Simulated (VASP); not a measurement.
These are PBE GGA, VASP's PBE PAW potentials (set 64) (plane waves; VASP 6.6.1) values and carry that method's errors.

Input for VASP

KPOINTS:
```
K-points
0
Gamma
18 18 18
0 0 0
```

**INCAR**
```
SYSTEM = Au
PREC = Accurate
ENCUT = 300
EDIFF = 1E-6
NELM = 100
ALGO = Normal
LREAL = .FALSE.
LASPH = .TRUE.
ISMEAR = 0
SIGMA = 0.1
GGA = PE
LMAXMIX = 6
LWAVE = .FALSE.
LCHARG = .FALSE.
ISIF = 2
ISYM = 0
```

File POSCAR:
```
Au
1
    0.0000000000     2.1169300000     2.1169300000
    2.1169300000     0.0000000000     2.1169300000
    2.1169300000     2.1169300000     0.0000000000
Au
1
Direct
  0.0000000000   0.0000000000   0.0000000000
```

POTCAR, in this order: Au (PBE.64 set). Program: vasp_std.

### Question
What will the output report for the number of irreducible k-points (NKPTS), largest plane-wave count, FFT grid (NGX, NGY, NGZ)?

### Answer

- number of irreducible k-points (NKPTS) = 2920
- largest plane-wave count = 234
- FFT grid (NGX, NGY, NGZ) = 18 × 18 × 18

The structure comes from a computed database's Au entry; how it stands against other phases isn't given here. The cell was not relaxed at this level. The run is one of a series of settings (ISYM = 0 against the base run), some of them coarse on purpose.
